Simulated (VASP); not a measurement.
BaGe3W2: single point with PBE

The system is BaGe3W2.

```xyz
6
Lattice="6.9288 0.0000 0.0000 -3.4644 6.0006 0.0000 0.0000 0.0000 3.2128" Properties=species:S:1:pos:R:3 pbc="T T T"
Ba    0.0000    0.0000    0.0000
Ge    3.4644    0.0000    1.6064
Ge    1.7322    3.0003    1.6064
Ge   -1.7322    3.0003    1.6064
W     0.0000    4.0004    0.0000
W     3.4644    2.0002    0.0000
```

The cell was built by a generator and needn't be a form met in nature.

The cell isn't the ideal one: species swapped into the CeB2Ru3 type (P6/mmm, No. 191).

```yaml
Program: VASP 6.6.1
Task: single point
Functional: PBE
Potentials_or_basis: VASP PAW PBE potentials, release 64 (Ba_sv, Ge_d, W_sv)
Cutoff: 520 eV
k_mesh: 6 × 6 × 12
Occupations: gaussian, width 0.1 eV
Spin: no spin polarisation
Dipole_correction: no
Further_INCAR_settings: ALGO = Fast; EDIFF = 1e-07; NBANDS = 49
```

```yaml
Pressure: 0.4 GPa
Band_gap_on_the_k_mesh: none (metal or under the smearing width)
```

Stress tensor (GPa, compression positive):
```
0.30 0.00 0.00
0.00 0.30 0.00
0.00 0.00 0.48
```

Levels at points of the mesh, in eV from the Fermi level:
| k point | band 38 | band 39 | band 40 | band 41 | band 42 | band 43 |
| --- | --- | --- | --- | --- | --- | --- |
| (0.00, 0.00, 0.00) | -0.67 | -0.61 | -0.61 | -0.47 | -0.10 | 0.50 |
| (0.50, 0.00, 0.00) | -0.70 | -0.68 | -0.60 | -0.19 | 0.03 | 0.04 |
| (0.00, 0.00, 0.50) | -0.86 | -0.51 | -0.51 | 0.15 | 0.97 | 0.97 |
| (0.50, 0.00, 0.50) | -0.92 | -0.20 | 0.03 | 0.29 | 0.51 | 0.62 |

It took 19 min on 1 thread of Intel(R) Xeon(R) Platinum 8488C (Sapphire Rapids), on a shared host, peak memory 0.46 GiB.

Spin-orbit coupling is left out, which matters for the levels of Ba, W.
